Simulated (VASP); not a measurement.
## Rb: energy against volume

Rb (bcc, Im-3m, 91.259 Å³/atom and stress up to 0.01 GPa in the relaxed cell, cube axes along x, y and z) under an equal strain ε along all three axes. PBE in VASP (plane waves, PAW), 480 eV, 12×12×12 Γ-centred mesh, Methfessel-Paxton smearing 0.10 eV.

Here V stands for volume and E for E less E0.

| volume (Å³/atom) | E less E0 (meV/atom) | pressure (GPa) |
|---|---|---|
| 85.8920 | 2.92 | 0.18 |
| 87.2134 | 1.60 | 0.13 |
| 88.5483 | 0.68 | 0.08 |
| 89.8967 | 0.15 | 0.04 |
| 91.2587 | 0.00 | -0.01 |
| 92.6345 | 0.20 | -0.05 |
| 94.0240 | 0.75 | -0.09 |
| 95.4273 | 1.62 | -0.12 |
| 96.8445 | 2.81 | -0.15 |
| 99.7209 | ? | ? |

Task: Fit E against V with the third-order Birch-Murnaghan form, a cubic in V^(-2/3), and predict the withheld value at V = 99.7209.

Result: With u = V^(-2/3) - 0.0494, the rows have u = 0.0019687, 0.0014485, 0.0009361, 0.0004315, -0.0000655, -0.0005552, -0.0010376, -0.0015129, -0.0019813. Least squares gives E = -0.002 + 41.7·u + 735203·u² - 1087470·u³. Residuals (row less fit): -0.001, 0.002, 0.000, -0.003, 0.002, -0.002, 0.003, -0.001, 0.000; standard error 0.002 (degrees of freedom: 5). Its minimum lies at u = -0.0000284, so V0 = (0.0493716)^(-3/2) = 91.16. There d²E/du² = 1471000 and d³E/du³ = -6525000, so B0 = (4/9) × 91.16^(-7/3) × 1471000 × 0.160218 = 2.80 GPa (the last factor turns the table's units into GPa), and B0' = 4 + (2/3) × 0.0493716 × (-6525000)/1471000 = 3.9. B0' rests on the cubic coefficient alone and has a standard error of 0.1 from these residuals. At the withheld row, u = -0.0028975, so E = -0.002 + 41.7 × (-0.0028975) + 735203 × (-0.0028975)² - 1087470 × (-0.0028975)³ = 6.076 meV/atom. The calculation gives 6.07 meV/atom, 0.006 meV/atom below the prediction (0.1 % of the range of E in the table). The row lies outside the fitted rows, so this is an extrapolation. The scatter of the fitted rows lies at the last printed digit.

In a metal these values are sensitive to mesh and smearing; energies are taken to zero smearing, stresses follow the free energy. Other structures, which can take over under pressure, weren't tried. The same form fitted to the pressure column gives B0' = 3.8; series where the two differ by over 0.4 aren't shown. Rows are the converged runs of the series near zero and its far end, less any whose ions stayed unrelaxed beside relaxed ones; series whose fitted rows scatter by over a few per cent of the range, as at a crossing or softening among them, aren't shown in this form.
